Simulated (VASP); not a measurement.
Crystal: BiB.

```
CELL_PARAMETERS angstrom
0.00000 2.79538 2.74487
2.79538 0.00000 2.74487
2.79538 2.79538 0.00000
ATOMIC_POSITIONS crystal
B 0.00000 0.00000 0.00000
Bi 0.25000 0.25000 0.25000
```

The cell was built by a generator and needn't be a form met in nature.

The cell isn't the ideal one: biaxial_xy strain +1.8%.

Base run:

* Program: VASP 6.6.1
* Functional: PBE
* Potentials or basis: VASP PAW PBE potentials, release 64 (B, Bi_d)
* Cutoff: 520 eV
* k mesh: 8 × 8 × 8
* Occupations: fermi-dirac, width 0.02 eV
* Spin: no spin polarisation

Its results: band gap on the k mesh 0.09 eV, direct; pressure -1.3 GPa.

Task: The run is repeated on the same cell with these changes: functional from PBE to r2SCAN; further incar settings from ALGO = Normal; EDIFF = 1e-06; NBANDS = 16 to ALGO = Normal; EDIFF = 1e-07; NBANDS = 16. What comes out?

Result: Band gap on the k mesh 0.00 eV, direct; pressure -2.7 GPa.

Caveats: spin-orbit coupling is left out, which as a rule narrows the gap of such compounds by several tenths of an eV; the PAW data sets were made with another functional, which shifts forces and pressure a little (some runs).

A k mesh can miss the band edges.

Not every run made on this cell is shown here.
